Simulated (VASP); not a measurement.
Output of a VASP run:

OSZICAR:
```
       N       E                     dE             d eps       ncg     rms          rms(c)
DAV:   1     0.171725864626E+03    0.17173E+03   -0.12355E+04  1728   0.116E+03
DAV:   2     0.133399879594E+02   -0.15839E+03   -0.15596E+03  2528   0.238E+02
DAV:   3     0.553146951921E+01   -0.78085E+01   -0.76218E+01  2092   0.609E+01
DAV:   4     0.539380968505E+01   -0.13766E+00   -0.13746E+00  2266   0.841E+00
DAV:   5     0.539193745676E+01   -0.18722E-02   -0.18715E-02  2066   0.978E-01    0.607E+01
DAV:   6     0.542779736012E+01    0.35860E-01   -0.91208E-02  1940   0.186E+00    0.299E+01
DAV:   7     0.542702338407E+01   -0.77398E-03   -0.23291E-02  2106   0.109E+00    0.403E-01
DAV:   8     0.542698819859E+01   -0.35185E-04   -0.19765E-03  1918   0.315E-01    0.112E-01
DAV:   9     0.542698288031E+01   -0.53183E-05   -0.20185E-04  2160   0.984E-02    0.272E-02
DAV:  10     0.542698427386E+01    0.13935E-05   -0.29001E-05  2000   0.362E-02    0.753E-03
DAV:  11     0.542698463726E+01    0.36340E-06   -0.15815E-05  1998   0.255E-02    0.339E-03
DAV:  12     0.542698421776E+01   -0.41950E-06   -0.10008E-06  1090   0.771E-03
   1 F= 0.54269842E+01 E0= 0.54274600E+01  d E =-.951553E-03
```

**OUTCAR**
```
------------------------ aborting loop because EDIFF is reached ----------------------------------------
  FORCE on cell =-STRESS in cart. coord.  units (eV):
  Direction    XX          YY          ZZ          XY          YZ          ZX
  --------------------------------------------------------------------------------------
  Total       33.4701120     22.2331205     28.3805224      0.0000000      0.0000000      0.0000000
  in kB      914.0953368    607.2041750    775.0946029      0.0000000      0.0000000      0.0000000
  external PRESSURE =     765.4647049 kB  Pullay stress =       0.0000000 kB
  volume of cell :       58.66
      direct lattice vectors                 reciprocal lattice vectors
     1.520000000 -4.806423000  0.000000000     0.328947368 -0.104027465  0.000000000
     1.520000000  4.806423000  0.000000000     0.328947368  0.104027465  0.000000000
     0.000000000  0.000000000  4.014955000     0.000000000  0.000000000  0.249068794
 POSITION                                       TOTAL-FORCE (eV/Angst)
 -----------------------------------------------------------------------------------
      1.52000      0.97743      2.33092         0.000000      4.798387     -5.878772
      1.52000     -0.97743      1.68403         0.000000     -4.798387      5.878772
      1.52000     -3.82899      3.69151         0.000000      4.798387      5.878772
      1.52000      3.82899      0.32344         0.000000     -4.798387     -5.878772
 -----------------------------------------------------------------------------------
    total drift:                                0.000000     -0.000000     -0.000000
  FREE ENERGIE OF THE ION-ELECTRON SYSTEM (eV)
  ---------------------------------------------------
  free  energy   TOTEN  =         5.4269842178 eV

  energy  without entropy=        5.4279357712  energy(sigma->0) =        5.42745999
```
(Selected blocks of OUTCAR.)

File POSCAR:
```
Cl
1
    1.5200000000    -4.8064230000     0.0000000000
    1.5200000000     4.8064230000     0.0000000000
    0.0000000000     0.0000000000     4.0149550000
Cl
4
Direct
  0.3983200000   0.6016800000   0.5805600000
  0.6016800000   0.3983200000   0.4194400000
  0.8983200000   0.1016800000   0.9194400000
  0.1016800000   0.8983200000   0.0805600000
```

### Question
Reconstruct the remaining input files.

### Answer
Several could match; the one computed here: the input of the run itself, PBE GGA, plane waves, VASP's PBE PAW potentials (set 64).

**KPOINTS**
```
K-points
0
gamma
  7 7 5
```

INCAR:
```
ALGO = Normal
AMIX = 1.0
BMIX = 3.0
EDIFF = 1E-6
ENCUT = 400
GGA = PE
IMIX = 4
ISIF = 2
ISMEAR = 0
LASPH = .True.
LCHARG = .False.
LREAL = .False.
LWAVE = .False.
NELM = 100
PREC = Accurate
SIGMA = 0.05
SYSTEM = Cl
```

POTCAR, in this order: Cl (PBE.64 set). Program: vasp_std.

The structure was generated: Cl was put into the black-P type (Cmce), which need not be its known phase. The cell was not relaxed at this level. The k-mesh is coarse (spacing up to 0.31 per Å, 2π included), so the numbers may not be converged in it. The run is one of a series of settings (AMIX = 1.0, BMIX = 3.0, IMIX = 4 against the base run), some of them coarse on purpose.
